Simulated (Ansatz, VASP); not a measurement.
## One calculation of Al2Cl, two programs

Contents of INCAR:

```
SYSTEM = Al2Cl
  ALGO = Normal
  EDIFF = 1E-7
  ENCUT = 520
  GGA = PE
  ISIF = 2
  ISMEAR = 0
  LASPH = .True.
  LCHARG = .False.
  LREAL = .False.
  LWAVE = .False.
  NBANDS = 14
  NELM = 60
  PREC = Accurate
  SIGMA = 0.1
```

File KPOINTS:

```
k-points
0
Gamma
  4 4 4
  0 0 0
```

POSCAR

```
Al2Cl
1.0
    0.0000000000      3.2739497700      3.2739497700
    3.2739497700      0.0000000000      3.2739497700
    3.2739497700      3.2739497700      0.0000000000
Al Cl
2 1
Direct
    0.2500000000      0.2500000000      0.2500000000
    0.7500000000      0.7500000000      0.7500000000
    0.5000000000      0.5000000000      0.5000000000
```

Input for Ansatz:

```yaml
crystal:
  lattice:
    - [0.0, 3.27394977, 3.27394977]
    - [3.27394977, 0.0, 3.27394977]
    - [3.27394977, 3.27394977, 0.0]
  atoms:
    - { symbol: Al, position: [0.25, 0.25, 0.25] }
    - { symbol: Al, position: [0.75, 0.75, 0.75] }
    - { symbol: Cl, position: [0.5, 0.5, 0.5] }
basis:
  ecutwfc: 420
kpoints:
  mp_grid: { grid: [4, 4, 4] }
hamiltonian:
  xc: pbe
scf:
  occupations: { method: gaussian, width: 0.1 }
  lower_state_search: "off"
output:
  forces: true
  stress: true
  eigenvalues: true
```

Alike in both runs: task single point; functional PBE; k mesh 4 × 4 × 4; occupations gaussian, width 0.1 eV; no spin polarisation.

```csv
,VASP,Ansatz
version,VASP 6.6.1,Ansatz 0.2.0
potentials or method,"VASP PAW PBE potentials, release 64 (Al, Cl)","scalar-relativistic, plane waves, PAW"
plane-wave cutoff (eV),520,420
valence electrons in the cell,13,13
```

```tsv
	VASP	Ansatz	Ansatz less VASP
gap on the k mesh at the Fermi level (eV)	none	none	-
pressure (GPa)	5.2	5.2	0.00
```

A gap of «none» marks a metal or a gap that the smearing closes.

Caveats: the k mesh is coarse (spacing up to 0.42 Å⁻¹), so the values aren't converged; an odd number of electrons without spin polarisation forces a metal; a magnetic or distorted state may lie lower.
